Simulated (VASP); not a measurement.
Energy against volume of CdTe (zinc blende). Level of theory: HSE06 screened hybrid, VASP's PBE PAW potentials (set 64) (plane waves; VASP 6.6.1). Run with 520 eV cut-off, 6×6×6 Γ-centred mesh, Gaussian smearing of 0.050 eV, potentials Cd Te.

```
V (Å³/atom)  E (eV/atom)
-----------  -----------
34.164          -3.02296
35.254          -3.02812
36.345          -3.02479
37.435          -3.01433
```

Task: Fit these four points and predict the energy of the run at 33.074 Å³/atom.

Result: A cubic in V^(−2/3), the third-order Birch-Murnaghan form, passes through the four points with V0 = 35.34 Å³/atom and B0 = 40 GPa, and gives -3.0077 eV/atom there. The run gave -3.0077 eV/atom, -0.0 meV/atom from the fit; all five points give B0 = 40 GPa.

The compound is CdTe in the zinc blende structure. It was relaxed first. The cell's shape comes from a PBE relaxation.
